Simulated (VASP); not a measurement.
Input:

```
ZnS
1.0
    0.00000     2.66805     2.66805
    2.66805     0.00000     2.66805
    2.66805     2.66805     0.00000
Zn S
1 1
Cartesian
  0.00000   0.00000   0.00000
  1.33403   1.33403   1.33403
```

Method: HSE06 screened hybrid, VASP's PBE PAW potentials (set 64) (plane waves; VASP). Run with 520 eV cut-off, 6×6×6 Γ-centred mesh, Gaussian smearing of 0.050 eV, potentials Zn S.

**Question.** Give the stress tensor in GPa (positive for a compressed cell).

**Answer.** 
```
4.14  0.00  0.00
0.00  4.14  0.00
0.00  0.00  4.14
```
The pressure is its mean diagonal, 4.14 GPa.

The compound is ZnS in the zinc blende structure. This cell is one point of a volume scan, at 0.94 of the reference volume. The cell's shape comes from a PBE relaxation.
